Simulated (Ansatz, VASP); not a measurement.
# ZnH4Se (ZnSe wire along [110], 2 atoms a period, H-terminated): VASP beside Ansatz, part 2 of 2

One calculation is typed for both programs; each brings its own data sets. How far apart do they land? Of the first pair: The structure shown is the start of the Ansatz relaxation below; VASP solves that cell, so the two are compared at the walk's first step.

VASP 6.6.1 and Ansatz 0.2.0.

So far. Step 4 (Differences): The forces differ by 16 meV/Å r.m.s., which is 2.4 % of the r.m.s. force of 0.650 eV/Å (both taken over all components).

## 5. Ansatz: relaxation, PBE

Level of this step: Ansatz beside VASP: Kohn-Sham DFT, plane waves, PBE (Ansatz).

This run makes the geometry at which the two programs are then compared. The cell compared in this pair holds 484.45 Å³, against 382.54 Å³ for the pair before.

The structure compared here is the end of the Ansatz relaxation.

input.yaml reads:

```yaml
crystal:
  lattice:
    - [10.048, 0.0, 0.0]
    - [0.0, 9.38, 0.0]
    - [0.0, 0.0, 4.058792924]
  atoms:
    - { symbol: H, position: [0.338375796, 0.362473348, 0.0] }
    - { symbol: Zn, position: [0.429161368, 0.500006887, 0.0] }
    - { symbol: Se, position: [0.571975858, 0.500006887, 0.5] }
    - { symbol: H, position: [0.661612246, 0.364214278, 0.5] }
    - { symbol: H, position: [0.661612246, 0.635799495, 0.5] }
    - { symbol: H, position: [0.338375796, 0.637540426, 0.0] }
kpoints:
  mp_grid: { grid: [1, 1, 20] }
scf:
  occupations: { method: fermi_dirac, width: 0.05 }
hamiltonian:
  xc: pbe
relax:
  cell: { fix: [a, b, alpha, beta, gamma] }
  max_steps: 60
```

Command:

```bash
ansatz run input.yaml --threads 4 --pin off --max-ram 16384MiB --backend cpu --events-out ev --progress --plain --runs-dir out
```

Numbers of over 12 decimals in the logs are rounded to 6 here.

The program printed:

```text
[...]
Crystal: 6 atoms, lattice volume = 382.542 Å³
Basis set: ecut = 420 eV, 7471 PW (Γ), exchange–correlation on 144×128×60 points (8 copies of the dense FFT grid, shifted against one another)
Bands: 22, of which v1, the nominal top of the filled ones, is band 16 counted from 1 (15 counted from 0)
Symmetry: 4 space group operations
[...]
k-points: 11 of 20
[...]
cell:  # Å, volume = 484.4464 Å³
    - [10.048, 0, 0]
    - [0, 9.38, 0]
    - [0, 0, 5.140002]
  atoms:
    - { symbol: H, position: [0.372386, 0.336794, 0] }
    - { symbol: Zn, position: [0.386187, 0.500000, 0] }
    - { symbol: Se, position: [0.554866, 0.500000, 0.5] }
    - { symbol: H, position: [0.657644, 0.387031, 0.5] }
    - { symbol: H, position: [0.657644, 0.612969, 0.5] }
    - { symbol: H, position: [0.372386, 0.663206, 0.0] }
[key lines of the parts left out:]
SCF converged after 8 iterations
Free energy (F): -8850.394184 eV
Fermi energy:    -2.695525 eV
P = ⅓ Tr σ = 0.0074 GPa (0.074 kbar)
```

## 6. VASP: single point, PBE, relaxed cell, pair 2

The same cell, functional, mesh and smearing now go to VASP, with its own data sets.

INCAR reads:

```
SYSTEM = ZnH4Se
PREC = Accurate
ENCUT = 500
EDIFF = 1E-06
NELM = 120
ISMEAR = -1
SIGMA = 0.05
LREAL = .FALSE.
ALGO = Normal
GGA = PE
NBANDS = 17
LORBIT = 11
LWAVE = .FALSE.
LCHARG = .FALSE.
ISIF = 2
LASPH = .TRUE.
GGA_COMPAT = .FALSE.
EFERMI = MIDGAP
KPAR = 2
```

POSCAR reads:

```
ZnH4Se
1.0
   10.0480000000      0.0000000000      0.0000000000
    0.0000000000      9.3800000000      0.0000000000
    0.0000000000      0.0000000000      5.1400022290
H Zn Se
4 1 1
Direct
    0.3723855993      0.3367936555      0.0000000000
    0.6576443707      0.3870307455      0.5000000000
    0.6576443707      0.6129692545      0.5000000000
    0.3723855993      0.6632063445      0.0000000000
    0.3861870883      0.5000000000      0.0000000000
    0.5548662817      0.5000000000      0.5000000000
```

KPOINTS reads:

```
Automatic mesh
0
Gamma
1 1 20
0 0 0
```

Potentials, in the order of the species: H, Zn and Se (PBE family, release 64).

Command:

```bash
mpirun -np 2 vasp_std
```

The program printed:

```text
[... set-up lines as in an earlier step ...]
 entering main loop
       N       E                     dE             d eps       ncg     rms          rms(c)
DAV:   1     0.102734586589E+03    0.10273E+03   -0.69044E+03   374   0.847E+02
DAV:   2    -0.202888489416E+01   -0.10476E+03   -0.10301E+03   432   0.186E+02
DAV:   3    -0.180181938186E+02   -0.15989E+02   -0.15967E+02   471   0.692E+01
DAV:   4    -0.183169158372E+02   -0.29872E+00   -0.29845E+00   489   0.106E+01
[...]
DAV:  20    -0.169292830313E+02   -0.15777E-05   -0.13855E-07   358   0.193E-03    0.396E-04
DAV:  21    -0.169292843836E+02   -0.13523E-05   -0.12849E-07   353   0.129E-03    0.278E-04
DAV:  22    -0.169292847115E+02   -0.32788E-06   -0.32782E-08   371   0.999E-04
   1 F= -.16929285E+02 E0= -.16929285E+02  d E =-.128255E-18
```

From OUTCAR (step 6):

```text
  Total       -0.0247176      0.1442502      0.0056080      0.0000000      0.0000000      0.0000000
  in kB       -0.0817470      0.4770691      0.0185469      0.0000000      0.0000000      0.0000000
  external PRESSURE =       0.1379563 kB  Pullay stress =       0.0000000 kB

 POSITION                                       TOTAL-FORCE (eV/Angst)
 -----------------------------------------------------------------------------------
      3.74173      3.15912      0.00000        -0.001569     -0.027884      0.000000
      6.60801      3.63035      2.57000         0.036780     -0.029099      0.000000
      6.60801      5.74965      2.57000         0.036780      0.029099      0.000000
      3.74173      6.22088      0.00000        -0.001569      0.027884     -0.000000
      3.88041      4.69000      0.00000         0.005382      0.000000      0.000000
      5.57530      4.69000      2.57000        -0.075804      0.000000      0.000000
 -----------------------------------------------------------------------------------
    total drift:                                0.000828      0.000000     -0.000006

  FREE ENERGIE OF THE ION-ELECTRON SYSTEM (eV)
  ---------------------------------------------------
  free  energy   TOTEN  =       -16.9292847115 eV

  energy  without entropy=      -16.9292847115  energy(sigma->0) =      -16.92928471

[... 1 part as in an earlier step ...]

[... 2 further parts left out ...]
[key lines of the parts left out:]
E-fermi :  -3.1986
```

## 7. Comparison

What differs besides the data sets and the points named for the pairs above, as far as they apply: the data sets hold 32 valence electrons in Ansatz (on its default PAW (the set named soft_2) files) and 22 in VASP; the cutoff is 420 eV in Ansatz and 500 eV in VASP; Ansatz's pressure holds a Pulay correction, VASP's none. Total energies have different zeros and are not compared.

Compared:

| quantity | Ansatz | VASP | difference |
| --- | --- | --- | --- |
| pressure (GPa) | 0.01 | 0.01 | -0.01 |
| gap on the k mesh (eV) | 4.361 | 4.367 | -0.006 |

Forces (eV/Å; atoms numbered as in POSCAR):

| atom | Ansatz x, y, z | VASP x, y, z |
| --- | --- | --- |
| H1 | 0.002, 0.005, 0.000 | -0.002, -0.028, 0.000 |
| H2 | -0.001, 0.005, 0.000 | 0.037, -0.029, 0.000 |
| H3 | -0.001, -0.005, 0.000 | 0.037, 0.029, 0.000 |
| H4 | 0.002, -0.005, 0.000 | -0.002, 0.028, 0.000 |
| Zn5 | -0.001, 0.000, 0.000 | 0.005, 0.000, 0.000 |
| Se6 | -0.001, 0.000, 0.000 | -0.076, 0.000, 0.000 |

The forces differ by 27 meV/Å r.m.s., where the r.m.s. force is 0.003 eV/Å in Ansatz and 0.026 eV/Å in VASP: the atoms lie near their places of rest in Ansatz, so a percentage would say little (all taken over all components). A gap on the mesh is an upper bound, since the band edges may lie between its points.

## 8. Other set-ups

Further runs change the set-up of one program: Ansatz's method, potentials or start, or VASP's data sets, cutoff or form of LDA. The table gives Ansatz less VASP for each quantity, since a change that brings one quantity closer may part another.

| run | r.m.s. force difference (meV/Å) | pressure (GPa) | gap on the k mesh (eV) |
| --- | --- | --- | --- |
| as above | 27 | -0.0064 | -0.0059 |
| VASP with the data sets H, Zn_sv_GW and Se and a cutoff of 600 eV | 23 | 0.071 | -0.0023 |

## 9. Summary of results

```json
{
 "r.m.s. force difference (single point, PBE, start cell, pair 1)": "2.4 % of the r.m.s. force",
 "r.m.s. force difference (single point, PBE, relaxed cell, pair 2)": "27 meV/Å"
}
```

**Reading.** The r.m.s. force difference is 27 meV/Å (single point, PBE, relaxed cell, pair 2), beyond the 12 meV/Å picked in this series as the mark of a large difference. The data sets hold unlike numbers of valence electrons (32 in Ansatz and 22 in VASP), so part of the differences comes from the potentials. Single point, PBE, relaxed cell, pair 2, VASP with the data sets H, Zn_sv_GW and Se and a cutoff of 600 eV: the difference in pressure goes from -0.0064 to 0.071 GPa; the difference in gap on the k mesh goes from -0.0059 to -0.0023 eV. Such differences can come from data sets, numerical settings and the points named under the comparisons, not from the functional's error against experiment.

[Lines on the potential files, build, host, timing and source positions are cut from VASP's logs without a mark.]

[Logs are printed without paths, hosts, clocks, repeated set-up lines and the standing remarks that a program may print on its own settings, such as how far it seeks lower states.]

[Hosts, paths, dates, database ids (printed as entryN), source tags and the programs' standing remarks are cut or masked in the printed files.]
